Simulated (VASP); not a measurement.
Input of a VASP 6.6.1 run:

File INCAR:

```
  ALGO = Normal
  EDIFF = 1E-7
  ENCUT = 520
  GGA = PS
  ICORELEVEL = 1
  ISIF = 2
  ISMEAR = 0
  KPAR = 4
  LASPH = True
  LCHARG = False
  LREAL = False
  LWAVE = False
  NBANDS = 94
  NELM = 80
  PREC = Accurate
  SIGMA = 0.03
```

The input KPOINTS:

```
k-points
0
Gamma
  6 6 5
```

Contents of POSCAR:

```
Sn3Ge5Te8                               
1.0
   -6.0483982274      6.0483982274     -0.0000000000
   -6.0483982274     -0.0000000000      6.0483982274
    0.0046207648      6.0530189921      6.0530189921
  Ge              Sn              Te            
     5     3     8
Direct
     1.0000000000000000    1.0000000000000000    0.0000000000000000
     0.5000000000000000    1.0000000000000000    0.0000000000000000
     1.0000000000000000    0.5000000000000000    0.0000000000000000
     1.0000000000000000    1.0000000000000000    0.5000000000000000
     0.5000000000000000    0.5000000000000000    0.0000000000000000
     0.5000000000000000    1.0000000000000000    0.5000000000000000
     1.0000000000000000    0.5000000000000000    0.5000000000000000
     0.5000000000000000    0.5000000000000000    0.5000000000000000
     0.7500077791362871    0.7500077791362871    0.7621070222396128
     0.2378774194878131    0.7500077791362871    0.7621070222396128
     0.7500077791362871    0.2378774194878131    0.7621070222396128
     0.7560883344003539    0.7560883344003539    0.2317349967989312
     0.2439116655996461    0.2439116655996461    0.7682650032010688
     0.2499922208637129    0.7621225805121870    0.2378929777603872
     0.7621225805121870    0.2499922208637129    0.2378929777603872
     0.2499922208637129    0.2499922208637129    0.2378929777603872
```

File KPOINTS_OPT:

```
explicit points
6
Reciprocal
 0.0000000000  0.0000000000  0.0000000000 1
 0.3750000000  0.3750000000  0.7500000000 1
 0.5000000000  0.5000000000  0.5000000000 1
 0.6250000000  0.2500000000  0.6250000000 1
 0.5000000000  0.2500000000  0.7500000000 1
 0.5000000000  0.0000000000  0.5000000000 1
```

Potentials or basis: VASP PAW PBE potentials, release 64 (Ge_d, Sn_d, Te).

Run with:

```sh
$ cat potpaw_PBE.64/Ge_d/POTCAR potpaw_PBE.64/Sn_d/POTCAR potpaw_PBE.64/Te/POTCAR > POTCAR
$ mpirun -np 4 vasp_std > vasp.out
```

Problem. Predict the pressure.

Solution. 0.0 GPa.

Problem. Estimate the band gap along the path.

Solution. 0.02 eV, direct.

Forces in eV/Å, atoms in the order of the input:
```
Ge   0.000  0.000  0.000
Ge   0.000  0.000  0.000
Ge   0.000  0.000  0.000
Ge   0.000  0.000  0.000
Ge   0.000  0.000  0.000
Sn   0.000  0.000  0.000
Sn   0.000  0.000  0.000
Sn   0.000  0.000  0.000
Te   0.000  0.000  0.000
Te   0.000  0.000  0.000
Te   0.000  0.000  0.000
Te  -0.003 -0.003 -0.003
Te   0.003  0.003  0.003
Te   0.000  0.000  0.000
Te   0.000  0.000  0.000
Te   0.000  0.000  0.000
```

Caveat: the PAW data sets were made with another functional, which shifts forces and pressure a little; spin-orbit coupling is left out, which moves the levels of the heavy elements.
